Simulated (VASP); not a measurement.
# Ag2SnPbSe4 (P1) in VASP: single point with PBE

Aim: the single point of Ag2SnPbSe4 with PBE.

Everything below comes from runs of VASP 6.6.1. Logs are shortened: lines on timing, memory, paths and dates and some standing lists are left out, and cuts for length are marked.

## 1. The structure

The typed cell holds 8 atoms: a = 6.039 Å, b = 6.001 Å, c = 7.356 Å, α = 65.97°, β = 65.09°, γ = 89.48°.

The cell was built by a generator and needn't be a form met in nature.

## 2. Single point, PBE

Input file INCAR:

```
PREC = Accurate
ENCUT = 520
EDIFF = 1E-6
ISMEAR = -1
SIGMA = 0.1
LREAL = False
LASPH = True
NELM = 100
ALGO = Fast
ISIF = 2
LWAVE = False
LCHARG = True
GGA = PE
LELF = True
LVHAR = True
NBANDS = 47
```

Input file KPOINTS:

```
Automatic mesh
0
Gamma
  4 4 3
```

Input file POSCAR:

```
Ag2SnPbSe4
1.0
    0.0275460000      6.0385770000     -0.0263150000
    6.0013460000      0.0275460000      0.0164750000
    2.9983090000      3.0588360000     -5.9798710000
Sn Se Ag Pb
1 4 2 1
Direct
    0.4577290000      0.5453220000      0.0157590000
    0.3842210000      0.4022010000      0.7232230000
    0.6322960000      0.1312390000      0.3046650000
    0.8636920000      0.8935810000      0.7605090000
    0.1247050000      0.5914140000      0.2976320000
    0.7264920000      0.2471930000      0.5283890000
    0.2216670000      0.7565100000      0.4993070000
    0.0639890000      0.0404660000      0.9399910000
```

Potentials or basis: VASP PAW PBE potentials, release 64 (Sn_d, Se, Ag, Pb_d).

Started as:

```bash
cat potpaw_PBE.64/Sn_d/POTCAR potpaw_PBE.64/Se/POTCAR potpaw_PBE.64/Ag/POTCAR potpaw_PBE.64/Pb_d/POTCAR > POTCAR
mpirun -np 1 vasp_std > vasp.out
```

OUTCAR:

```text
PREC = Accurate
   ENCUT = 520
   EDIFF = 1E-6
   ISMEAR = -1
   LREAL = False
   LASPH = True
   NELM = 100
   ISIF = 2
   GGA = PE

 ion  position               nearest neighbor table
   1  0.458  0.545  0.016-   5 2.32   4 2.63   2 2.81   3 3.06   8 3.80
   2  0.384  0.402  0.723-   8 2.38   6 2.40   7 2.58   1 2.81
   3  0.632  0.131  0.305-   6 2.29   7 2.78   1 3.06   8 3.09
   4  0.864  0.894  0.761-   8 2.51   6 2.51   7 2.61   1 2.63
   5  0.125  0.591  0.298-   1 2.32   7 2.34   6 2.59   8 3.06
   6  0.726  0.247  0.528-   3 2.29   2 2.40   4 2.51   5 2.59   8 3.68
   7  0.222  0.757  0.499-   5 2.34   2 2.58   4 2.61   3 2.78
   8  0.064  0.040  0.940-   2 2.38   4 2.51   5 3.06   3 3.09   6 3.68   1 3.80

  LATTYP: Found a triclinic cell.
 ALAT       =     6.0014318308
 B/A-ratio  =     1.4121137137
 C/A-ratio  =     1.2229719846
 COS(alpha) =     0.0045442983
 COS(beta)  =     0.4170171001
 COS(gamma) =     0.7016459617

  Lattice vectors:

 A1 = (  -6.0013460000,  -0.0275460000,  -0.0164750000)
 A2 = (  -5.9738000000,   6.0110310000,  -0.0427900000)
 A3 = (  -3.0305830000,  -3.0072870000,  -5.9700310000)

Analysis of symmetry for initial positions (statically):
=====================================================================
 Subroutine PRICEL returns:
 Original cell was already a primitive cell.

 Routine SETGRP: Setting up the symmetry group for a
 triclinic supercell.

 Subroutine GETGRP returns: Found  1 space group operations
 (whereof  1 operations were pure point group operations)
 out of a pool of  2 trial point group operations.

The static configuration has the point symmetry C_1 .

Analysis of symmetry for dynamics (positions and initial velocities):
=====================================================================
 Subroutine PRICEL returns:
 Original cell was already a primitive cell.

 Routine SETGRP: Setting up the symmetry group for a
 triclinic supercell.

 Subroutine GETGRP returns: Found  1 space group operations
 (whereof  1 operations were pure point group operations)
 out of a pool of  2 trial point group operations.

The dynamic configuration has the point symmetry C_1 .

 Subroutine INISYM returns: Found  1 space group operations
 (whereof  1 operations are pure point group operations),
 and found     1 'primitive' translations

----------------------------------------------------------------------------------------

                                     Primitive cell

  volume of cell :     216.5195

  direct lattice vectors                    reciprocal lattice vectors
     0.027546000  6.038577000 -0.026315000    -0.000993517  0.165974267  0.084401351
     6.001346000  0.027546000  0.016475000     0.166402617 -0.000396366  0.083231569
     2.998309000  3.058836000 -5.979871000     0.000462824 -0.000731478 -0.167369795

  length of vectors
     6.038697165  6.001431831  7.355623135     0.186204276  0.186057738  0.167372033

  position of ions in fractional coordinates (direct lattice)
     0.457729000  0.545322000  0.015759000
     0.384221000  0.402201000  0.723223000
     0.632296000  0.131239000  0.304665000
     0.863692000  0.893581000  0.760509000
     0.124705000  0.591414000  0.297632000
     0.726492000  0.247193000  0.528389000
     0.221667000  0.756510000  0.499307000
     0.063989000  0.040466000  0.939991000

  ion indices of the primitive-cell ions
   primitive index   ion index
                 1           1
                 2           2
                 3           3
                 4           4
                 5           5
                 6           6
                 7           7
                 8           8

----------------------------------------------------------------------------------------

 KPOINTS: Automatic mesh

Automatic generation of k-mesh.
 Grid dimensions read from file:
 generate k-points for:    4    4    3

 Generating k-lattice:

  Cartesian coordinates                     Fractional coordinates (reciprocal lattice)
    -0.000248379  0.041493567  0.021100338     0.250000000  0.000000000  0.000000000
     0.041600654 -0.000099092  0.020807892    -0.000000000  0.250000000  0.000000000
     0.000154275 -0.000243826 -0.055789932    -0.000000000  0.000000000  0.333333333

  Length of vectors
     0.046551069  0.046514435  0.055790678

  Shift w.r.t. Gamma in fractional coordinates (k-lattice)
     0.000000000  0.000000000  0.000000000

 Subroutine IBZKPT returns following result:
 ===========================================

 Found     26 irreducible k-points:

 Following reciprocal coordinates:
            Coordinates               Weight
  0.000000  0.000000  0.000000      1.000000
  0.250000 -0.000000 -0.000000      2.000000
  0.500000 -0.000000 -0.000000      1.000000
  0.000000  0.250000  0.000000      2.000000
  0.250000  0.250000  0.000000      2.000000
  0.500000  0.250000  0.000000      2.000000
[... 16 lines left out ...]
  0.000000 -0.250000  0.333333      2.000000
  0.250000 -0.250000  0.333333      2.000000
 [... further k-points ...]
   k-points           NKPTS =     26   k-points in BZ     NKDIM =     26   number of bands    NBANDS=     47
   number of dos      NEDOS =    301   number of ions     NIONS =      8
   total plane-waves  NPLWV = 129024
   dimension x,y,z NGX =    48 NGY =   48 NGZ =   56
   dimension x,y,z NGXF=    96 NGYF=   96 NGZF=  112
   ions per type =               1   4   2   1
   NGX,Y,Z   is equivalent  to a cutoff of  13.21, 13.30, 12.66 a.u.
   NGXF,Y,Z  is equivalent  to a cutoff of  26.43, 26.59, 25.31 a.u.
 SYSTEM =  unknown system
   PREC   = accura    normal or accurate (medium, high low for compatibility)
   ISTART =      0    job   : 0-new  1-cont  2-samecut
   ICHARG =      2    charge: 1-file 2-atom 10-const
   ISPIN  =      1    spin polarized calculation?
   LNONCOLLINEAR =      F non collinear calculations
   LSORBIT =      F    spin-orbit coupling
   LASPH  =      T    aspherical Exc in radial PAW
   ENCUT  =  520.0 eV  38.22 Ry    6.18 a.u.  11.23 11.16 13.68*2*pi/ulx,y,z
   NELM   =    100;   NELMIN=  2; NELMDL= -5     # of ELM steps
   EDIFF  = 0.1E-05   stopping-criterion for ELM
   LREAL  =      F    real-space projection
   EDIFFG = 0.1E-04   stopping-criterion for IOM
   NSW    =      0    number of steps for IOM
   IBRION =     -1    ionic relax: 0-MD 1-quasi-New 2-CG
   NFREE  =      0    steps in history (QN), initial steepest desc. (CG)
   ISIF   =      2    stress and relaxation
   ISYM   =      2    0-nonsym 1-usesym 2-fastsym
   POTIM  = 0.5000    time-step for ionic-motion
   TEBEG  =    0.0;   TEEND  =   0.0 temperature during run
   PSTRESS=    0.0 pullay stress
   NELECT =      74.0000    total number of electrons
   NUPDOWN=      -1.0000    fix difference up-down
   EMIN   =  10.00;   EMAX   =-10.00  energy-range for DOS
   EFERMI =   0.00;   METHOD = LEGACY
   ISMEAR =    -1;   SIGMA  =   0.10  broadening in eV -4-tet -1-fermi 0-gaus
   EFERMI_NEDOS =   21; number of points for ismear=-14 and -15
   IALGO  =     68    algorithm
   IMIX   =      4    mixing-type and parameters
     AMIX     =   0.40;   BMIX     =  1.00
     AMIX_MAG =   1.60;   BMIX_MAG =  1.00
  volume/ion in A,a.u.               =      27.06       182.64
  Fermi-wavevector in a.u.,A,eV,Ry     =   1.144598  2.162977 17.825060  1.310105
  Thomas-Fermi vector in A             =   2.281290
   LORBIT       =      0    0 simple, 1 ext, 2 COOP (PROOUT), +10 PAW based schemes
   GGA     = PE    functional components
   LHFCALC =     F    Hartree Fock is set to
   AEXX    =    0.0000 exact exchange contribution
   IVDW    =     0    specifies the selected vdW correction
   LEPSILON=     F    determine dielectric tensor
   LRPA    =     F    only Hartree local field effects (RPA)
 non-spin polarized calculation
 RMM-DIIS sequential band-by-band and
  energy-cutoff  :      520.00
  volume of cell :      216.52
 maximum number of plane-waves:      5841
 NGX is ok and might be reduce to    48
   NGX = 23   NGY = 23   NGZ = 27

 number of electron      74.0000001 magnetization

 Free energy of the ion-electron system (eV)
  ---------------------------------------------------
  ext. energy  EPLUGINS =         0.00000000
  ---------------------------------------------------
  free energy    TOTEN  =       -25.32774769 eV

  energy without entropy =      -25.20356269  energy(sigma->0) =      -25.26565519

 E-fermi :   4.7234     XC(G=0):  -9.2227

 val. band max:        4.7208675212   @ k =  -0.2500   0.0000   0.3333
 cond. band min:       4.7310740080   @ k =   0.5000  -0.0000  -0.0000
 fundamental gap:      0.0102064869
 Fermi energy:         4.7233781262

 k-point     1 :       0.0000    0.0000    0.0000
  band No.  band energies     occupation
      1     -17.5658      2.00000
      2     -17.4659      2.00000
      3     -17.4421      2.00000
      4     -17.4356      2.00000
      5     -17.4084      2.00000
      6     -13.0214      2.00000
[... 39 lines left out ...]
     46       9.9505      0.00000
     47      10.2568      0.00000

 k-point     2 :       0.2500   -0.0000   -0.0000
  band No.  band energies     occupation
      1     -17.5658      2.00000
      2     -17.4659      2.00000
      3     -17.4421      2.00000
      4     -17.4356      2.00000
      5     -17.4084      2.00000
      6     -13.0220      2.00000
[... 39 lines left out ...]
     46       9.7415      0.00000
     47      10.2767      0.00000

 k-point     3 :       0.5000   -0.0000   -0.0000
  band No.  band energies     occupation
      1     -17.5658      2.00000
      2     -17.4659      2.00000
      3     -17.4421      2.00000
      4     -17.4356      2.00000
      5     -17.4084      2.00000
      6     -13.0226      2.00000
[... 39 lines left out ...]
     46       9.7933      0.00000
     47      10.2760      0.00000

 k-point     4 :       0.0000    0.2500    0.0000
  band No.  band energies     occupation
      1     -17.5659      2.00000
      2     -17.4658      2.00000
      3     -17.4422      2.00000
      4     -17.4356      2.00000
      5     -17.4084      2.00000
      6     -13.0223      2.00000
[... 939 lines left out ...]
     46       9.7801      0.00000
     47      10.2036      0.00000

 k-point    23 :       0.0000   -0.2500    0.3333
  band No.  band energies     occupation
      1     -17.5658      2.00000
      2     -17.4658      2.00000
      3     -17.4421      2.00000
      4     -17.4356      2.00000
      5     -17.4084      2.00000
      6     -13.0223      2.00000
[... 39 lines left out ...]
     46       9.5353      0.00000
     47       9.9235      0.00000

 k-point    24 :       0.2500   -0.2500    0.3333
  band No.  band energies     occupation
      1     -17.5659      2.00000
      2     -17.4659      2.00000
      3     -17.4421      2.00000
      4     -17.4355      2.00000
      5     -17.4084      2.00000
      6     -13.0226      2.00000
[... 39 lines left out ...]
     46       9.8982      0.00000
     47      10.0045      0.00000

 [... further k-points ...]

------------------------ aborting loop because EDIFF is reached ----------------------------------------

  FORCE on cell =-STRESS in cart. coord.  units (eV):
  Direction    XX          YY          ZZ          XY          YZ          ZX
  --------------------------------------------------------------------------------------
  -------------------------------------------------------------------------------------
  Total       19.1418609     17.4861930     15.4171639      7.4303671      1.0925022     -4.4131881
  in kB      141.6438232    129.3923952    114.0822226     54.9824076      8.0841765    -32.6562204
  external PRESSURE =     128.3728137 kB  Pullay stress =       0.0000000 kB

 VOLUME and BASIS-vectors are now :
 -----------------------------------------------------------------------------
  energy-cutoff  :      520.00
  volume of cell :      216.52
      direct lattice vectors                 reciprocal lattice vectors
     0.027546000  6.038577000 -0.026315000    -0.000993517  0.165974267  0.084401351
     6.001346000  0.027546000  0.016475000     0.166402617 -0.000396366  0.083231569
     2.998309000  3.058836000 -5.979871000     0.000462824 -0.000731478 -0.167369795

 POSITION                                       TOTAL-FORCE (eV/Angst)
 -----------------------------------------------------------------------------------
      3.33252      2.82726     -0.09730        -2.608970      2.323099      1.639074
      4.59278      4.54345     -4.32826         3.805390      1.860364      1.237759
      1.71851      4.75370     -1.83633        -1.686636     -2.217732      2.699468
      7.66672      7.56636     -4.55575        -1.555293     -1.235359      0.720590
      4.44511      1.67974     -1.77334         0.782538     -2.334842     -1.001807
      3.08778      6.01004     -3.17474         0.748061      1.476700     -0.605333
      6.04326      2.88669     -2.97916         1.583909      1.088600     -0.434013
      3.06300      3.26280     -5.62204        -1.068998     -0.960830     -4.255738
 -----------------------------------------------------------------------------------
    total drift:                                0.000026     -0.001017     -0.000804

  FREE ENERGIE OF THE ION-ELECTRON SYSTEM (eV)
  ---------------------------------------------------
  free  energy   TOTEN  =       -25.3277476871 eV

  energy  without entropy=      -25.2035626929  energy(sigma->0) =      -25.26565519
```

It took 9.7 min on 1 thread of Intel Xeon Platinum 8259CL at 2.50GHz (Skylake/Cascade Lake), shared host; peak memory 0.51 GiB.

Results:

* Free energy: -25.3277 eV
* Pressure: 12.8 GPa
* Largest force: 4.492 eV/Å
* Band gap on the k mesh: none (metal or under the smearing width)

Forces on the atoms (eV/Å):
```
Sn  -2.609  2.323  1.639
Se   3.805  1.860  1.238
Se  -1.687 -2.218  2.699
Se  -1.555 -1.235  0.721
Se   0.783 -2.335 -1.002
Ag   0.748  1.477 -0.605
Ag   1.584  1.089 -0.434
Pb  -1.069 -0.961 -4.256
```

Levels at points of the mesh, in eV from the Fermi level:
```
           k point  band 35  band 36  band 37  band 38  band 39  band 40
(0.00, 0.00, 0.00)    -0.74    -0.63    -0.50     0.42     0.95     1.91
(0.50, 0.00, 0.00)    -1.55    -1.30     0.01     0.36     1.49     2.22
(0.00, 0.50, 0.00)    -1.72    -1.25     0.23     0.42     1.50     2.27
(0.50, 0.50, 0.00)    -1.28    -1.08    -0.90    -0.41     1.69     2.19
```

Caveat: forces of over 1 eV/Å show positions far from the minimum, so gaps and moduli don't describe the material at rest.
